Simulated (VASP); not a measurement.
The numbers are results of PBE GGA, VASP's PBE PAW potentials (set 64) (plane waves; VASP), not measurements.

A VASP calculation is set up with these files.

### POSCAR
```
Cd
1
    1.5176301590    -2.6286128492     0.0000000000
    1.5176301590     2.6286128492     0.0000000000
    0.0000000000     0.0000000000     5.9917681569
Cd
2
Direct
  0.3333330000   0.6666670000   0.2500000000
  0.6666670000   0.3333330000   0.7500000000
```

INCAR:
```
SYSTEM = Cd
PREC = Accurate
ENCUT = 520
EDIFF = 1E-7
NELM = 100
ALGO = Normal
LREAL = .FALSE.
LASPH = .TRUE.
ISMEAR = 1
SIGMA = 0.1
GGA = PE
LMAXMIX = 4
LWAVE = .FALSE.
LCHARG = .FALSE.
ISIF = 4
IBRION = 2
NSW = 30
EDIFFG = -0.01
```

**KPOINTS**
```
Automatic mesh
0
Gamma
14 14 6
0 0 0
```

POTCAR, in this order: Cd (PBE.64 set). Program: vasp_std.

What VASP printed:

### OSZICAR
```
       N       E                     dE             d eps       ncg     rms          rms(c)
DAV:   1     0.163608288745E+03    0.16361E+03   -0.13155E+04  3080   0.147E+03
DAV:   2     0.195521420356E+01   -0.16165E+03   -0.15767E+03  3160   0.367E+02
DAV:   3    -0.155491721207E+01   -0.35101E+01   -0.35059E+01  3832   0.641E+01
DAV:   4    -0.155916573617E+01   -0.42485E-02   -0.42484E-02  3520   0.200E+00
DAV:   5    -0.155917899032E+01   -0.13254E-04   -0.13254E-04  3888   0.100E-01    0.360E+00
DAV:   6    -0.148049684785E+01    0.78682E-01   -0.25031E-01  3304   0.620E+00    0.297E+00
DAV:   7    -0.147830713204E+01    0.21897E-02   -0.24191E-02  3408   0.154E+00    0.154E+00
DAV:   8    -0.147919559735E+01   -0.88847E-03   -0.33382E-03  3416   0.782E-01    0.850E-02
DAV:   9    -0.147925936984E+01   -0.63772E-04   -0.44821E-05  3912   0.747E-02    0.314E-02
DAV:  10    -0.147929482302E+01   -0.35453E-04   -0.35001E-05  3384   0.686E-02    0.293E-03
DAV:  11    -0.147929470316E+01    0.11987E-06   -0.28474E-08  3032   0.172E-03    0.154E-03
DAV:  12    -0.147929454725E+01    0.15590E-06   -0.33079E-08  2112   0.159E-03    0.175E-04
DAV:  13    -0.147929455554E+01   -0.82905E-08   -0.75203E-10  1768   0.338E-04
   1 F= -.14792946E+01 E0= -.14793629E+01  d E =-.147929E+01
       N       E                     dE             d eps       ncg     rms          rms(c)
DAV:   1    -0.148196331637E+01   -0.26688E-02   -0.10732E-01  3256   0.300E+00    0.232E-01
DAV:   2    -0.148039668848E+01    0.15666E-02   -0.93876E-04  3272   0.414E-01    0.135E-01
DAV:   3    -0.147963150026E+01    0.76519E-03   -0.14689E-03  3304   0.364E-01    0.405E-02
DAV:   4    -0.147964095386E+01   -0.94536E-05   -0.10931E-04  3296   0.142E-01    0.385E-02
DAV:   5    -0.147964196806E+01   -0.10142E-05   -0.90520E-07  3536   0.136E-02    0.206E-02
DAV:   6    -0.147964073309E+01    0.12350E-05   -0.32632E-06  3272   0.146E-02    0.204E-02
DAV:   7    -0.147964056590E+01    0.16720E-06   -0.17431E-07  2024   0.515E-03    0.143E-02
DAV:   8    -0.147964047377E+01    0.92132E-07   -0.80372E-08  1944   0.226E-03
   2 F= -.14796405E+01 E0= -.14796217E+01  d E =-.345918E-03
       N       E                     dE             d eps       ncg     rms          rms(c)
DAV:   1    -0.148254995802E+01   -0.29094E-02   -0.12859E-01  3248   0.328E+00    0.254E-01
DAV:   2    -0.148065828082E+01    0.18917E-02   -0.11358E-03  3224   0.453E-01    0.148E-01
DAV:   3    -0.147974541264E+01    0.91287E-03   -0.17558E-03  3272   0.396E-01    0.443E-02
DAV:   4    -0.147975644778E+01   -0.11035E-04   -0.12915E-04  3256   0.155E-01    0.414E-02
DAV:   5    -0.147975753606E+01   -0.10883E-05   -0.11068E-06  3488   0.153E-02    0.211E-02
DAV:   6    -0.147975607075E+01    0.14653E-05   -0.35830E-06  3232   0.155E-02    0.196E-02
DAV:   7    -0.147975590804E+01    0.16271E-06   -0.17795E-07  2008   0.518E-03    0.138E-02
DAV:   8    -0.147975582259E+01    0.85458E-07   -0.72586E-08  1864   0.214E-03
   3 F= -.14797558E+01 E0= -.14796704E+01  d E =-.461267E-03
```

OUTCAR:
```
------------------------ aborting loop because EDIFF is reached ----------------------------------------
  FORCE on cell =-STRESS in cart. coord.  units (eV):
  Direction    XX          YY          ZZ          XY          YZ          ZX
  --------------------------------------------------------------------------------------
  Total       -0.2710020     -0.2710021     -0.2727348      0.0000000      0.0000000      0.0000000
  in kB       -9.0825020     -9.0825041     -9.1405761      0.0000000      0.0000000      0.0000000
  external PRESSURE =      -9.1018607 kB  Pullay stress =       0.0000000 kB
  volume of cell :       47.81
      direct lattice vectors                 reciprocal lattice vectors
     1.513301101 -2.621114689  0.000000000     0.330403513 -0.190758536  0.000000000
     1.513301101  2.621114689  0.000000000     0.330403513  0.190758536 -0.000000000
     0.000000000  0.000000000  6.026098182     0.000000000  0.000000000  0.165944857
 POSITION                                       TOTAL-FORCE (eV/Angst)
 -----------------------------------------------------------------------------------
      1.51330      0.87371      1.50652        -0.000000      0.000000      0.000000
      1.51330     -0.87371      4.51957         0.000000     -0.000000      0.000000
 -----------------------------------------------------------------------------------
    total drift:                               -0.000000      0.000210      0.000001
  FREE ENERGIE OF THE ION-ELECTRON SYSTEM (eV)
  ---------------------------------------------------
  free  energy   TOTEN  =        -1.4797558226 eV

  energy  without entropy=       -1.4794996079  energy(sigma->0) =       -1.47967042

 reached required accuracy - stopping structural energy minimisation
```
(Selected blocks of OUTCAR.)

File CONTCAR:
```
Cd
   1.00000000000000
     1.5133011010739414   -2.6211146888235524    0.0000000000000000
     1.5133011010739414    2.6211146888235524    0.0000000000000000
     0.0000000000000000    0.0000000000000000    6.0260981815196697
  Cd
     2
Direct
     0.3333330000000032    0.6666669999999968    0.2500000000000000
     0.6666669999999968    0.3333330000000032    0.7500000000000000
```

The compound is Cd in the hcp structure. This cell is one point of a volume scan, at 1.03 of the reference volume. Symmetry was kept, so distortions that lower it aren't found.
